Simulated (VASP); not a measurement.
Write the native input for VASP 6.6.1 that does the following.

| Quantity | Value |
| --- | --- |
| Task | relaxation of cell and atoms |
| Functional | PBEsol |
| Potentials or basis | VASP PAW PBE potentials, release 64 (Be, Pt) |
| Cutoff | 600 eV |
| k mesh | 10 × 10 × 10 |
| Occupations | methfessel-paxton, width 0.1 eV |
| Spin | no spin polarisation |
| Further INCAR settings | ALGO = Normal; EDIFF = 1e-06; IBRION = 2; EDIFFG = -0.005; NSW = 40; ISIF = 3 |

The structure of BePt lies in POSCAR:

```
BePt
1.0
    0.0000000000      2.2824940500      2.2824940500
    2.2824940500      0.0000000000      2.2824940500
    2.2824940500      2.2824940500      0.0000000000
Be Pt
1 1
Direct
    0.0000000000      0.0000000000      0.0000000000
    0.5000000000      0.5000000000      0.5000000000
```

The cell was built by a generator and needn't be a form met in nature.

One way to write it, as run:

INCAR

```
  ALGO = Normal
  EDIFF = 1E-6
  EDIFFG = -0.005
  ENCUT = 600
  GGA = PS
  IBRION = 2
  ISIF = 3
  ISMEAR = 1
  LASPH = T
  LCHARG = F
  LREAL = F
  LWAVE = F
  NELM = 80
  NSW = 40
  PREC = Accurate
  SIGMA = 0.1
```

KPOINTS

```
k-points
0
Gamma
  10 10 10
```

Potentials or basis: VASP PAW PBE potentials, release 64 (Be, Pt).

Launch:

```console
$ cat potpaw_PBE.64/Be/POTCAR potpaw_PBE.64/Pt/POTCAR > POTCAR
$ mpirun -np 1 vasp_std > vasp.out
```

It gave:

```json
{
 "Relaxed volume": "12.31 Å³/atom",
 "Relaxed cell": "a = 3.265 Å, b = 3.265 Å, c = 3.265 Å, α = 60.00°, β = 60.00°, γ = 60.00°",
 "Space group after relaxing (to 0.05 Å)": "Fm-3m (No. 225)",
 "Energy gained by relaxing": "8.1 meV/atom",
 "Ionic steps": "3",
 "Pressure after relaxing": "0.0 GPa",
 "Band gap on the k mesh": "none (metal or under the smearing width)"
}
```

Caveat: the PAW data sets were made with another functional, which shifts forces and pressure a little.

It took 21 s on 1 thread of Intel(R) Xeon(R) 6975P-C (Granite Rapids) (shared host), peak memory 0.17 GiB.
